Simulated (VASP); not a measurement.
VASP runs on PbF2 (space group Fm-3m) share one base input (PBE GGA, plane waves, VASP's PBE PAW potentials (set 64)) and change the settings named in each case.

**POSCAR**
```
PbF2
1.0
  0.0000000000   3.0035020000   3.0035020000
  3.0035020000   0.0000000000   3.0035020000
  3.0035020000   3.0035020000   0.0000000000
Pb F
1 2
Direct
  0.0000000000   0.0000000000   0.0000000000
  0.7500000000   0.7500000000   0.7500000000
  0.2500000000   0.2500000000   0.2500000000
```

KPOINTS:
```
kpoints
0
gamma
 10 10 10
0.5 0.5 0.5
```

INCAR:
```
ISIF  =  2   # forces and stress, cell fixed
ALGO  =  Normal   # blocked Davidson
LMAXMIX  =  4   # l cut-off of mixed one-centre charges
LCHARG  =  .FALSE.
ISMEAR  =  0
PREC  =  Accurate
LREAL  =  .FALSE.   # projection in real space or not
GGA  =  PE
EDIFF  =  1E-6   # SCF stop (eV)
NELM  =  100   # most electronic steps
LWAVE  =  .FALSE.
SIGMA  =  0.01
ENCUT  =  400   # plane-wave cut-off (eV)
LASPH  =  .TRUE.
SYSTEM  =  PbF2
```

POTCAR, in this order: Pb_d F (PBE.64 set). Program: vasp_std.

```csv
change,E(σ→0) (eV/atom),pressure (GPa),−TS (eV)
base run,-4.7936,-7.13,0.0000
"EDIFF = 1E-09, ENCUT = 560, KPOINTS 14×14×14 Γ-centred mesh shifted by (0.5, 0.5, 0.5)",-4.7839,___,0.0000
"ENCUT = 320, ISMEAR = -1, SIGMA = 0.136, KPOINTS 6×6×6 Γ-centred mesh shifted by (0.5, 0.5, 0.5)",-4.8505,-34.43,0.0000
"ENCUT = 280, ISMEAR = 1, SIGMA = 0.5, KPOINTS 8×8×8 Γ-centred mesh shifted by (0.5, 0.5, 0.5)",-4.8319,-66.14,0.0261
"ENCUT = 280, KPOINTS 4×4×4 Γ-centred mesh shifted by (0.5, 0.5, 0.5)",-4.8256,-66.33,0.0000
"ENCUT = 200, KPOINTS 4×4×4 Γ-centred mesh shifted by (0.5, 0.5, 0.5)",-4.5031,-218.27,0.0000
"AEXX = 0.2, AGGAC = 0.81, AGGAX = 0.72, ALDAC = 0.19, GGA = B3, HFRCUT = -1, ISYM = 3, LHFCALC = .TRUE., PRECFOCK = Fast, KPOINTS 3×3×3 Γ-centred mesh shifted by (0.5, 0.5, 0.5)",-5.9330,-7.03,0.0000
"AEXX = 0.25, HFSCREEN = 0.2, ISYM = 3, LHFCALC = .TRUE., PRECFOCK = Fast, KPOINTS 4×4×4 Γ-centred mesh shifted by (0.5, 0.5, 0.5)",-5.9765,-8.11,0.0000
```

Question: Fill in the missing entries.

Answer: 
- EDIFF = 1E-09, ENCUT = 560, KPOINTS 14×14×14 Γ-centred mesh shifted by (0.5, 0.5, 0.5), pressure (GPa): -0.37

Energies of different potentials or functionals have different zeros.  Unless said otherwise, spin-orbit coupling is left out, though it shifts the bands of the heavy elements here. At 400 eV the pressure can carry a Pulay error.

Left out are runs that ran out of time, are held back, or changed the cell or the kind of run, fixed moments of cells without a moment, rows past the twelfth, gaps on odd meshes, pressures of charged cells and columns that move by less than the noise.

The structure comes from a computed database's PbF2 entry; how it stands against other phases isn't given here. The cell was not relaxed at this level, its lattice was scaled by up to 2.5 %.
